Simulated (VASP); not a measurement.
An input for Ansatz (written as the equivalent of a VASP run, and not itself run):

Ansatz 0.2 input:
```yaml
crystal:
  lattice:
    - [-1.6575000, 1.6575000, 2.5245000]
    - [1.6575000, -1.6575000, 2.5245000]
    - [1.6575000, 1.6575000, -2.5245000]
  atoms:
    - { symbol: In, position: [0.0000000, 0.0000000, 0.0000000] }
kpoints:
  mp_grid: { grid: [12, 12, 12] }
hamiltonian:
  xc: pbe
  pseudopotentials: { kind: paw }
scf:
  occupations: { method: methfessel_paxton, width: 0.1 }
  max_iter: 100
output: { forces: true, stress: true, eigenvalues: true }
```

Q: Write the VASP files for the same calculation (PBE).

A: Several could match; the one computed here: 
INCAR:
```
SYSTEM = In
PREC = Accurate
ENCUT = 400
EDIFF = 1E-6
NELM = 100
ALGO = Normal
LREAL = .FALSE.
LASPH = .TRUE.
ISMEAR = 1
SIGMA = 0.1
GGA = PE
LMAXMIX = 4
LWAVE = .FALSE.
LCHARG = .FALSE.
ISIF = 2
```

File POSCAR:
```
In
1.0
 -1.6575000000   1.6575000000   2.5245000000
  1.6575000000  -1.6575000000   2.5245000000
  1.6575000000   1.6575000000  -2.5245000000
In
1
Cartesian
  0.0000000000   0.0000000000   0.0000000000
```

KPOINTS:
```
Automatic mesh
0
Gamma
12 12 12
0 0 0
```

POTCAR, in this order: In_d (PBE.64 set). Program: vasp_std.

Limits of the translation: each code has its own PAW files, so the cut-off isn't converted (ENCUT is set for VASP's; basis.ecutwfc is left out, and Ansatz then takes the one that its files recommend); Ansatz stops its SCF on the density residual and VASP on the energy change (EDIFF).

The compound is In in the bct structure. The cell was not relaxed at this level.
